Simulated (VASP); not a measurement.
All values below come from PBE GGA with D4 dispersion, VASP's PBE PAW potentials (set 64) (plane waves; VASP 6.6.1).

A VASP calculation is set up with these files.

### KPOINTS
```
Automatic mesh
0
Gamma
13 13 13
0 0 0
```

POSCAR:
```
Eu
4.36710
 -0.5000000451   0.5000000451   0.5000000451
  0.5000000451  -0.5000000451   0.5000000451
  0.5000000451   0.5000000451  -0.5000000451
Eu
1
Cart
  0.0000000000   0.0000000000   0.0000000000
```

INCAR:
```
NELM=100   # most electronic steps
NEDOS=601
LWAVE=.FALSE.
ISMEAR=-5   # tetrahedra, Bloechl
GGA=PE
LCHARG=.TRUE.
LASPH=.TRUE.
EDIFF=1E-7   # SCF stop (eV)
LMAXMIX=6   # l cut-off of mixed one-centre charges
LORBIT=11
SYSTEM=Eu
ISIF=2   # forces and stress, cell fixed
IVDW=13   # D4
ENCUT=520   # plane-wave cut-off (eV)
LREAL=.FALSE.
PREC=Accurate
ALGO=Normal   # blocked Davidson
```

POTCAR, in this order: Eu_2 (PBE.64 set). Program: vasp_std.

Output

File OSZICAR:
```
       N       E                     dE             d eps       ncg     rms          rms(c)
DAV:   1     0.973982973897E+01    0.97398E+01   -0.39045E+03  1376   0.839E+02
DAV:   2    -0.167360611971E+01   -0.11413E+02   -0.11337E+02  2040   0.107E+02
DAV:   3    -0.183112043774E+01   -0.15751E+00   -0.15251E+00  1640   0.898E+00
DAV:   4    -0.183279408954E+01   -0.16737E-02   -0.16587E-02  2320   0.157E+00
DAV:   5    -0.183279857249E+01   -0.44830E-05   -0.44738E-05  1680   0.534E-02    0.721E+00
DAV:   6    -0.184683686001E+01   -0.14038E-01   -0.15818E-03  2168   0.464E-01    0.430E+00
DAV:   7    -0.185523470183E+01   -0.83978E-02   -0.36946E-03  1952   0.666E-01    0.597E-02
DAV:   8    -0.185526990609E+01   -0.35204E-04   -0.11825E-04  2248   0.920E-02    0.187E-02
DAV:   9    -0.185528145139E+01   -0.11545E-04   -0.88179E-06  2128   0.259E-02    0.621E-03
DAV:  10    -0.185528376006E+01   -0.23087E-05   -0.13658E-06  2000   0.916E-03    0.137E-03
DAV:  11    -0.185528397318E+01   -0.21312E-06   -0.26863E-08  1264   0.151E-03    0.469E-04
DAV:  12    -0.185528422508E+01   -0.25191E-06   -0.54224E-09   768   0.696E-04    0.104E-04
DAV:  13    -0.185528420864E+01    0.16442E-07   -0.72087E-10   776   0.393E-04
   1 F= -.20424497E+01 E0= -.20424497E+01  d E =0.000000E+00
```

### OUTCAR
```
------------------------ aborting loop because EDIFF is reached ----------------------------------------
  Edisp (eV):   -0.18717
  FORCE on cell =-STRESS in cart. coord.  units (eV):
  Direction    XX          YY          ZZ          XY          YZ          ZX
  --------------------------------------------------------------------------------------
  Total       0.04581     0.04581     0.04581     0.00000     0.00000    -0.00000
  in kB       1.76249     1.76249     1.76249     0.00000     0.00000    -0.00000
  external pressure =        1.76 kB  Pullay stress =        0.00 kB
  volume of cell :       41.64
      direct lattice vectors                 reciprocal lattice vectors
    -2.183550197  2.183550197  2.183550197     0.000000000  0.228984889  0.228984889
     2.183550197 -2.183550197  2.183550197     0.228984889  0.000000000  0.228984889
     2.183550197  2.183550197 -2.183550197     0.228984889  0.228984889  0.000000000
 POSITION                                       TOTAL-FORCE (eV/Angst)
 -----------------------------------------------------------------------------------
      0.00000      0.00000      0.00000         0.000000      0.000000      0.000000
 -----------------------------------------------------------------------------------
    total drift:                                0.000000      0.000000      0.000000
  FREE ENERGIE OF THE ION-ELECTRON SYSTEM (eV)
  ---------------------------------------------------
  free  energy   TOTEN  =        -2.0424496674 eV

  energy  without entropy=       -2.0424496674  energy(sigma->0) =       -2.04244967

 total charge

# of ion       s       p       d       tot
------------------------------------------
    1        0.467   6.288   0.503   7.258
```
(Selected blocks of OUTCAR.)

The 4f electrons are frozen in the core of the lanthanide potential, so 4f levels, which can set the real gap, and their magnetism are missing. For a metal the tetrahedron method with Blöchl corrections gives inexact stress and forces.

The compound is Eu in the bcc structure. It was relaxed first, which changed the volume by -13 %.
